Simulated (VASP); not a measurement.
Runs of VASP 6.6.1 on Ti. All rows change the cell; the cell of one of them follows. The structure is tetragonal, space group I4/mmm (No. 139). Conventional cell: a = 2.871 Å, b = 2.871 Å, c = 4.517 Å, α = 90.00°, β = 90.00°, γ = 90.00°. Ti (site symmetry 4/mmm) has 12 Ti at 2.87 to 3.04 Å as nearest neighbours. This isn't the form of Ti at room conditions, which is hcp.

```tsv
cell	further INCAR settings	gap on the mesh (eV)	pressure (GPa)
strain +0.1125 x Voigt [0, 0, 1, 0, 0, 0], atoms carried along	ALGO = Fast; EDIFF = 1e-06; NBANDS = 12	none	-14.3
strain +0.0750 x Voigt [0, 0, 1, 0, 0, 0], atoms carried along	ALGO = Fast; EDIFF = 1e-07; NBANDS = 12	none	-11.6
strain +0.1312 x Voigt [0, 0, 1, 0, 0, 0], atoms carried along	ALGO = Fast; EDIFF = 1e-06; NBANDS = 12	none	(a)
strain -0.0750 x Voigt [0, 0, 1, 0, 0, 0], atoms carried along	ALGO = Fast; EDIFF = 1e-06; NBANDS = 12	none	4.2
```

Alike in all rows: task single point; level LDA; potentials or basis VASP PAW LDA potentials, release 64 (Ti_sv); no spin polarisation; k mesh 20 × 20 × 20; cutoff (eV) 520; smearing gaussian 0.15 eV.

Problem. Estimate the missing entries.

Solution. (a) -15.9.

Caveats: so large a pressure means that the cell lies far from this level's equilibrium, or that cutoff or potentials fall short (some runs).

A gap of «none» marks a metal or a gap under the smearing width.
